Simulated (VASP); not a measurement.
Runs of VASP 6.6.1 on Al2O3. Symmetry: R-3c, No. 167, trigonal system. The conventional cell has a = 4.748 Å, b = 4.748 Å, c = 12.957 Å, α = 90.00°, β = 90.00°, γ = 120.00°. Al (site symmetry 3) has 6 O at 1.85 to 1.96 Å as nearest neighbours. O (site symmetry 2) has 4 Al at 1.85 to 1.96 Å as nearest neighbours. The cell was built by a generator and needn't be a form met in nature.

| task | level | cell | k mesh | cutoff (eV) | grid for exact exchange (PRECFOCK) | screening parameter | gap on the mesh (eV) | pressure (GPa) |
| --- | --- | --- | --- | --- | --- | --- | --- | --- |
| band structure | r2SCAN+rVV10 | R-3c, 8.43 Å³/atom | 8 × 8 × 8 | 520 | - | - | 7.20 | 0.4 |
| relaxation of cell and atoms | r2SCAN+rVV10 | relaxed | 8 × 8 × 8 | 600 | - | - | 7.20 | 0.0 |
| electrostatic potential | r2SCAN+rVV10 | R-3c, 8.43 Å³/atom | 8 × 8 × 8 | 520 | - | - | 7.20 | 0.4 |
| electrostatic potential | HSE06 | R-3c, 8.43 Å³/atom | 4 × 4 × 4 | 520 | Fast | 0.2 1/A | 8.21 | (a) |

Alike in all rows: potentials or basis VASP PAW PBE potentials, release 64 (Al, O); no spin polarisation; smearing gaussian 0.02 eV.

Question: Estimate the missing entries.

Answer: (a) 1.1.

Caveats: the PAW data sets were made with another functional, which shifts forces and pressure a little.

A k mesh can miss the band edges.

Runs at the PBE level aren't shown here.
